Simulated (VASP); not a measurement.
**Quasiparticle energies of NaF (Villiaumite) in VASP**

How does the gap of NaF (Villiaumite) change from the starting functional to GW? The cell is of the rock-salt type, one of the forms listed for this formula. The start is a cell from a database of measured crystal structures.

Calculated with VASP 6.6.1; PBE; plane waves and PAW (Na_sv_GW, F_GW), in the first sound run; inputs show where later runs differ.

## Step 1: The starting structure

Symmetry: Fm-3m, No. 225, cubic system. The conventional cell has a = 4.640 Å, b = 4.640 Å, c = 4.640 Å, α = 90.00°, β = 90.00°, γ = 90.00°. Na has 6 F at 2.32 Å nearest. Nearest to F lie 6 Na at 2.32 Å. Farther neighbours and most contacts between anions are not listed.

Structure file:

```cif
data_structure
_symmetry_space_group_name_H-M 'P 1'
_symmetry_Int_Tables_number 1
_cell_length_a 3.2810
_cell_length_b 3.2810
_cell_length_c 3.2810
_cell_angle_alpha 60.000
_cell_angle_beta 60.000
_cell_angle_gamma 60.000
_cell_volume 24.97
loop_
_atom_site_label
_atom_site_type_symbol
_atom_site_fract_x
_atom_site_fract_y
_atom_site_fract_z
_atom_site_occupancy
Na1 Na 0.00000 0.00000 0.00000 1
F2 F 0.50000 0.50000 0.50000 1
```

## Step 2: Ground state

The orbitals come from a self-consistent PBE run with a tight EDIFF and a narrow smearing. KPOINTS_OPT adds the bands along a path, which shows whether the mesh holds the band edges.

INCAR

```
SYSTEM = NaF
PREC = Accurate
ENCUT = 520
EDIFF = 1E-08
NELM = 100
ISMEAR = 0
SIGMA = 0.01
LREAL = .FALSE.
ALGO = Normal
GGA = PE
NBANDS = 14
LORBIT = 11
LWAVE = .TRUE.
LCHARG = .FALSE.
KPAR = 8
```

POSCAR

```
NaF
1.0
    0.0000000000      2.3200000000      2.3200000000
    2.3200000000      0.0000000000      2.3200000000
    2.3200000000      2.3200000000      0.0000000000
Na F
1 1
Direct
    0.0000000000      0.0000000000      0.0000000000
    0.5000000000      0.5000000000      0.5000000000
```

KPOINTS

```
Automatic mesh
0
Gamma
4 4 4
0 0 0
```

KPOINTS_OPT

```
Line mode
12
Line-mode
Reciprocal
  0.00000000   0.00000000   0.00000000 GAMMA
  0.50000000   0.00000000   0.50000000 X

  0.50000000   0.00000000   0.50000000 X
  0.50000000   0.25000000   0.75000000 W

  0.50000000   0.25000000   0.75000000 W
  0.37500000   0.37500000   0.75000000 K

  0.37500000   0.37500000   0.75000000 K
  0.00000000   0.00000000   0.00000000 GAMMA

  0.00000000   0.00000000   0.00000000 GAMMA
  0.50000000   0.50000000   0.50000000 L

  0.50000000   0.50000000   0.50000000 L
  0.62500000   0.25000000   0.62500000 U

  0.62500000   0.25000000   0.62500000 U
  0.50000000   0.25000000   0.75000000 W

  0.50000000   0.25000000   0.75000000 W
  0.50000000   0.50000000   0.50000000 L

  0.50000000   0.50000000   0.50000000 L
  0.37500000   0.37500000   0.75000000 K

  0.62500000   0.25000000   0.62500000 U
  0.50000000   0.00000000   0.50000000 X
```

PAW data sets: Na_sv_GW and F_GW (PBE family, release 64).

Started as:

```
$ mpirun -np 8 vasp_std
```

The log of the run:

```text
[banner, memory and clock lines left out]
running    8 mpi-ranks, on    1 nodes
 distrk:  each k-point on    1 cores,    8 groups
 distr:  one band on    1 cores,    1 groups

 POSCAR found type information on POSCAR NaF
 POSCAR found :  2 types and       2 ions
|                                                                             |
|           W    W    AA    RRRRR   N    N  II  N    N   GGGG   !!!           |
|           W    W   A  A   R    R  NN   N  II  NN   N  G    G  !!!           |
|           W    W  A    A  R    R  N N  N  II  N N  N  G       !!!           |
|           W WW W  AAAAAA  RRRRR   N  N N  II  N  N N  G  GGG   !            |
|           WW  WW  A    A  R   R   N   NN  II  N   NN  G    G                |
|           W    W  A    A  R    R  N    N  II  N    N   GGGG   !!!           |
|                                                                             |
|     For optimal performance we recommend to set                             |
|       NCORE = 2 up to number-of-cores-per-socket                            |
|     NCORE specifies how many cores store one orbital (NPAR=cpu/NCORE).      |
|     This setting can greatly improve the performance of VASP for DFT.       |
|     The default, NCORE=1 might be grossly inefficient on modern             |
|     multi-core architectures or massively parallel machines. Do your        |
|     Unfortunately you need to use the default for GW and RPA                |
|     calculations (for HF NCORE is supported but not extensively tested      |
|     yet).                                                                   |
|                                                                             |

 LDA part: xc-table for (Slater+PW92), standard interpolation
 POSCAR, INCAR and KPOINTS ok, starting setup
 FFT: planning ... GRIDC
 FFT: planning ... GRID_SOFT
 FFT: planning ... GRID
 WAVECAR not read
 entering main loop
       N       E                     dE             d eps       ncg     rms          rms(c)
DAV:   1     0.141169552895E+03    0.14117E+03   -0.91897E+03   230   0.135E+03
DAV:   2    -0.640452632848E+01   -0.14757E+03   -0.13642E+03   254   0.416E+02
DAV:   3    -0.115079739783E+02   -0.51034E+01   -0.50798E+01   278   0.763E+01
DAV:   4    -0.115747729402E+02   -0.66799E-01   -0.66798E-01   230   0.928E+00
DAV:   5    -0.115762544626E+02   -0.14815E-02   -0.14815E-02   312   0.142E+00    0.535E+00
DAV:   6    -0.106776303576E+02    0.89862E+00   -0.19155E+00   278   0.163E+01    0.197E+00
DAV:   7    -0.106553292453E+02    0.22301E-01   -0.19118E-02   230   0.224E+00    0.112E+00
DAV:   8    -0.106492884926E+02    0.60408E-02   -0.30329E-02   264   0.391E+00    0.134E-01
DAV:   9    -0.106501804911E+02   -0.89200E-03   -0.30621E-03   230   0.537E-01    0.950E-02
DAV:  10    -0.106500679624E+02    0.11253E-03   -0.32351E-04   262   0.275E-01    0.549E-03
DAV:  11    -0.106500647223E+02    0.32401E-05   -0.11121E-05   248   0.565E-02    0.244E-03
DAV:  12    -0.106500647258E+02   -0.35088E-08   -0.18520E-06   236   0.154E-02    0.297E-03
DAV:  13    -0.106500646013E+02    0.12456E-06   -0.16339E-07   236   0.430E-03    0.321E-04
DAV:  14    -0.106500645606E+02    0.40658E-07   -0.13458E-08   246   0.197E-03    0.196E-04
DAV:  15    -0.106500645784E+02   -0.17773E-07   -0.93412E-10   124   0.342E-04    0.975E-05
DAV:  16    -0.106500645753E+02    0.31387E-08   -0.35045E-10   112   0.368E-04
   1 F= -.10650065E+02 E0= -.10650065E+02  d E =0.000000E+00
 Start KPOINTS_OPT (optional k-point list driver)
k-point batch [1-8\120]
       N       E                     dE             ncg
DAV:   1    -0.102410222421E+04   -0.28540E+04      236
DAV:   2    -0.217155065025E+04   -0.11474E+04      236
DAV:   3    -0.221636565156E+04   -0.44815E+02      296
DAV:   4    -0.221699817709E+04   -0.63253E+00      242
DAV:   5    -0.221701102310E+04   -0.12846E-01      324
DAV:   6    -0.221701129988E+04   -0.27677E-03      244
DAV:   7    -0.221701130906E+04   -0.91855E-05      330
DAV:   8    -0.221701130948E+04   -0.41562E-06      218
DAV:   9    -0.221701130950E+04   -0.19847E-07      272
DAV:  10    -0.221701130950E+04   -0.11432E-08      172
[...]
k-point batch [113-120\120]
       N       E                     dE             ncg
DAV:   1    -0.993452003392E+03   -0.66887E+04      230
DAV:   2    -0.219185584959E+04   -0.11984E+04      272
DAV:   3    -0.223811927972E+04   -0.46263E+02      266
DAV:   4    -0.223874906703E+04   -0.62979E+00      248
DAV:   5    -0.223876319980E+04   -0.14133E-01      296
DAV:   6    -0.223876350445E+04   -0.30465E-03      268
DAV:   7    -0.223876351666E+04   -0.12216E-04      296
DAV:   8    -0.223876351705E+04   -0.39168E-06      216
DAV:   9    -0.223876351708E+04   -0.21247E-07      232
DAV:  10    -0.223876351708E+04   -0.14684E-08      124
 writing wavefunctions
```

Run time: 16 s. Hardware: 8 MPI ranks of AMD EPYC 7R43, shared host; peak memory 0.86 GiB; 1.9 min of CPU time.

Lines that name or quote the potential files are left out of all logs, and their timing lines are given in words.

From OUTCAR (step 2):

```text
ion  position               nearest neighbor table
   1  0.000  0.000  0.000-   2 2.32   2 2.32   2 2.32   2 2.32   2 2.32   2 2.32
   2  0.500  0.500  0.500-   1 2.32   1 2.32   1 2.32   1 2.32   1 2.32   1 2.32

  LATTYP: Found a face centered cubic cell.
 ALAT       =     4.6400000000

 Subroutine GETGRP returns: Found 48 space group operations
 (whereof 48 operations were pure point group operations)

The static configuration has the point symmetry O_h .

 Found      8 irreducible k-points:

   k-points           NKPTS =      8   k-points in BZ     NKDIM =      8   number of bands    NBANDS=     14

   dimension x,y,z NGX =    24 NGY =   24 NGZ =   24
   dimension x,y,z NGXF=    48 NGYF=   48 NGZF=   48

   ENCUT  =  520.0 eV  38.22 Ry    6.18 a.u.   6.10  6.10  6.10*2*pi/ulx,y,z

   NELECT =      16.0000    total number of electrons

 k-points in reciprocal lattice and weights: Automatic mesh
   0.00000000  0.00000000  0.00000000       0.016
   0.25000000  0.00000000  0.00000000       0.125
   0.50000000  0.00000000  0.00000000       0.062
   0.25000000  0.25000000  0.00000000       0.094
   0.50000000  0.25000000  0.00000000       0.375
  -0.25000000  0.25000000  0.00000000       0.188
   0.50000000  0.50000000  0.00000000       0.047
  -0.25000000  0.50000000  0.25000000       0.094

 average (electrostatic) potential at core
       1 -54.9554       2-112.8152

 E-fermi :  -1.6212

 k-point     1 :       0.0000    0.0000    0.0000
  band No.  band energies     occupation
    ...
      4     -20.8010      2.00000
      5     -20.8010      2.00000
      6      -1.8383      2.00000
      7      -1.8383      2.00000
      8      -1.8383      2.00000
      9       4.4614      0.00000
     10      17.1118      0.00000
     11      17.1118      0.00000
     12      17.1118      0.00000
     13      19.9960      0.00000
    ...

 k-point     2 :       0.2500    0.0000    0.0000
  band No.  band energies     occupation
    ...
      4     -20.8074      2.00000
      5     -20.2911      2.00000
      6      -2.7273      2.00000
      7      -1.9674      2.00000
      8      -1.9674      2.00000
      9       6.3172      0.00000
     10      13.3031      0.00000
     11      17.8721      0.00000
     12      17.8721      0.00000
     13      20.8978      0.00000
    ...

 k-point     3 :       0.5000    0.0000    0.0000
  band No.  band energies     occupation
    ...
      4     -20.8130      2.00000
      5     -20.0222      2.00000
      6      -3.4128      2.00000
      7      -2.0895      2.00000
      8      -2.0895      2.00000
      9       8.9267      0.00000
     10      10.6168      0.00000
     11      18.2451      0.00000
     12      18.2451      0.00000
     13      21.0331      0.00000
    ...

  Total       -0.1420616     -0.1420616     -0.1420616     -0.0000000      0.0000000      0.0000000
  in kB       -9.1136715     -9.1136715     -9.1136715     -0.0000000      0.0000000      0.0000000
  external PRESSURE =      -9.1136715 kB  Pullay stress =       0.0000000 kB

  energy-cutoff  :      520.00
  volume of cell :       24.97
      direct lattice vectors                 reciprocal lattice vectors
     0.000000000  2.320000000  2.320000000    -0.215517241  0.215517241  0.215517241
     2.320000000  0.000000000  2.320000000     0.215517241 -0.215517241  0.215517241
     2.320000000  2.320000000  0.000000000     0.215517241  0.215517241 -0.215517241

 POSITION                                       TOTAL-FORCE (eV/Angst)
 -----------------------------------------------------------------------------------
      0.00000      0.00000      0.00000        -0.000000     -0.000000     -0.000000
      2.32000      2.32000      2.32000         0.000000      0.000000      0.000000
 -----------------------------------------------------------------------------------
    total drift:                                0.000000     -0.000000      0.000000

  FREE ENERGIE OF THE ION-ELECTRON SYSTEM (eV)
  ---------------------------------------------------
  free  energy   TOTEN  =       -10.6500645753 eV

  energy  without entropy=      -10.6500645753  energy(sigma->0) =      -10.65006458

 total charge
# of ion       s       p       d       tot
------------------------------------------
    1        2.002   6.006   0.030   8.037
    2        1.680   4.170   0.000   5.850
--------------------------------------------------
tot          3.682  10.176   0.030  13.887

[... 3 further parts left out ...]
```

Numbers from this step:

* free energy (TOTEN): -10.65 eV
* Fermi energy: -1.621 eV
* pressure: -0.9114 GPa
* least gap on mesh and path: 6.300 eV
* least direct gap on mesh and path: 6.300 eV

The highest empty bands on the path are converged less tightly, to about 0.1 eV. Electronic bands along the path, in eV, zero at the valence-band top; v1 is the highest filled band, c1 the lowest empty one:

```
          point     v3     v2     v1     c1     c2
              Γ   0.00   0.00   0.00   6.30  18.95
0.45 of the way  -0.81  -0.19  -0.19   8.36  15.32
              X  -1.27  -0.41  -0.41  13.13  13.31
0.45 of the way  -1.18  -0.52  -0.48  13.15  13.28
              W  -0.87  -0.87  -0.57  13.21  13.21
0.45 of the way  -1.00  -0.81  -0.47  13.01  13.20
              K  -1.05  -0.83  -0.37  12.82  13.21
0.55 of the way  -0.91  -0.27  -0.14   8.55  15.02
              Γ   0.00   0.00   0.00   6.30  18.95
0.45 of the way  -0.78  -0.11  -0.11   7.88  15.49
              L  -1.57  -0.25  -0.25  10.77  12.46
0.55 of the way  -1.33  -0.57  -0.31  11.67  12.68
              U  -1.05  -0.83  -0.37  12.82  13.21
0.55 of the way  -1.00  -0.81  -0.47  13.01  13.20
              W  -0.87  -0.87  -0.57  13.21  13.21
0.45 of the way  -1.25  -0.62  -0.35  11.93  12.75
              L  -1.57  -0.25  -0.25  10.77  12.46
0.55 of the way  -1.33  -0.57  -0.31  11.67  12.68
              K  -1.05  -0.83  -0.37  12.82  13.21
      jump to U  -1.05  -0.83  -0.37  12.82  13.21
0.45 of the way  -1.20  -0.56  -0.39  13.15  13.24
              X  -1.27  -0.41  -0.41  13.13  13.31
```

Of the projections kept (Na, F), the largest for each band there; the rest of the weight can lie on other orbitals:

```
point      v3      v2      v1       c1       c2
    Γ  F 0.99  F 0.99  F 0.99   F 0.68  Na 1.00
    X  F 0.93  F 0.97  F 0.97   F 0.60  Na 1.00
    W  F 0.95  F 0.95  F 0.99  Na 0.50  Na 0.50
    K  F 0.94  F 0.97  F 0.98  Na 0.59   F 0.56
    Γ  F 0.99  F 0.99  F 0.99   F 0.68  Na 1.00
    L  F 0.98  F 0.98  F 0.98  Na 0.79   F 0.80
```

The electronic bands as a text plot (rows in eV, shown from -1.6 to 12.3 only):

```
   12.0 |                                    +      +       +
   11.4 |       +         +                 +        ++   ++
   10.9 |      +           +             +++           +++
   10.3 |                   +           +
    9.7 |     +
    9.1 |    +               +         +
    8.5 |                     +       +
    8.0 |   +
    7.4 |  +                   +     +
    6.8 | +                     +  ++
    6.2 |+                       ++
    5.7 |
    5.1 |
    4.5 |
    3.9 |
    3.3 |
    2.8 |
    2.2 |
    1.6 |
    1.0 |
    0.4 |
   -0.1 |**********     ************************    *************
   -0.7 |   **    *********** **     **     ***********    ******
   -1.3 |     *******   ******         **********   *************
         Γ       X    W  K        Γ      L     U  W     L   K|U X
```

The cell has a gap of 6.30 eV on mesh and path.

## Step 3: Empty bands, functional PBE

The next step needs empty bands that the ground-state run didn't converge, so the Hamiltonian is diagonalised exactly for NBANDS bands, in a single step. LOPTICS writes the k-derivatives of the orbitals (WAVEDER), which give the long-wavelength limit of the screening.

INCAR

```
SYSTEM = NaF
PREC = Accurate
ENCUT = 520
ISMEAR = 0
SIGMA = 0.01
LREAL = .FALSE.
GGA = PE
NBANDS = 168
ALGO = Exact
NELM = 1
LWAVE = .TRUE.
LCHARG = .FALSE.
LOPTICS = .TRUE.
NEDOS = 1000
CSHIFT = 0.1
```

POSCAR is that of step 2.

KPOINTS is that of step 2.

Started as:

```
$ mpirun -np 8 vasp_std
```

The log of the run:

```text
[banner, memory and clock lines left out]
running    8 mpi-ranks, on    1 nodes
 distrk:  each k-point on    8 cores,    1 groups
 distr:  one band on    1 cores,    8 groups

 POSCAR found type information on POSCAR NaF
 POSCAR found :  2 types and       2 ions
 [... a notice as in an earlier step ...]

 LDA part: xc-table for (Slater+PW92), standard interpolation
 found WAVECAR, reading the header
  number of bands has changed, file:    14 present:   168
  trying to continue reading WAVECAR, but it might fail
 POSCAR, INCAR and KPOINTS ok, starting setup
 FFT: planning ... GRIDC
 FFT: planning ... GRID_SOFT
 FFT: planning ... GRID
 reading WAVECAR
 random initialization beyond band           14
 the WAVECAR file was read successfully
 initial charge from wavefunction
 entering main loop
       N       E                     dE             d eps       ncg     rms          rms(c)
DIA:   1    -0.106500645688E+02   -0.10650E+02    0.00000E+00     0   0.000E+00
   1 F= -.10650065E+02 E0= -.10650065E+02  d E =0.000000E+00
 writing wavefunctions
 optical routines
 imaginary and real dielectric function
 recalculating local potential from charge density
 direction            1
 direction            2
 direction            3
```

It took 12 s on 8 MPI ranks; peak memory 0.77 GiB.

From OUTCAR (step 3):

```text
The static configuration has the point symmetry O_h .

 Found      8 irreducible k-points:

   k-points           NKPTS =      8   k-points in BZ     NKDIM =      8   number of bands    NBANDS=    168

   NELECT =      16.0000    total number of electrons

 E-fermi :  -1.5984

  Total       -0.1419140     -0.1419140     -0.1419140      0.0000000      0.0000000      0.0000000
  in kB       -9.1041994     -9.1041994     -9.1041994      0.0000000      0.0000000      0.0000000
  external PRESSURE =      -9.1041994 kB  Pullay stress =       0.0000000 kB

 POSITION                                       TOTAL-FORCE (eV/Angst)
 -----------------------------------------------------------------------------------
      0.00000      0.00000      0.00000         0.000000      0.000000      0.000000
      2.32000      2.32000      2.32000         0.000000     -0.000000     -0.000000
 -----------------------------------------------------------------------------------
    total drift:                                0.000000     -0.000000      0.000000

  FREE ENERGIE OF THE ION-ELECTRON SYSTEM (eV)
  ---------------------------------------------------
  free  energy   TOTEN  =       -10.6500645688 eV

  energy  without entropy=      -10.6500645688  energy(sigma->0) =      -10.65006457

 plasma frequency squared (from intraband transitions) (eV^2)
  --------------------------------------------------------------------------------------
       0.000       0.000       0.000
       0.000       0.000       0.000
       0.000       0.000       0.000

[... 14 parts as in an earlier step ...]
```

The gap is read on the k-mesh alone, so it is an upper bound where the band edges lie off the mesh.

A gap read on the k-mesh alone can miss the band edges.

This step gave:

* gap on the k-mesh: 6.300 eV
* least direct gap on the k-mesh: 6.300 eV

WAVECAR now holds 168 bands for 16 electrons. Its independent-particle dielectric tensor has xx, yy, zz = 1.9, 1.9, 1.9 on this mesh, which isn't tested for convergence in mesh or bands and lacks local fields.

(Continued in part 2 of 5.)

[Lines on the potential files, build, host, timing and source positions are cut from VASP's logs without a mark.]

[Logs are printed without paths, hosts, clocks, repeated set-up lines and the standing remarks that a program may print on its own settings, such as how far it seeks lower states.]

[Hosts, paths, dates, database ids (printed as entryN), source tags and the programs' standing remarks are cut or masked in the printed files.]

[Pressures printed for these runs are not shown converged in the cutoff: they can be off by several GPa and have the wrong sign.]
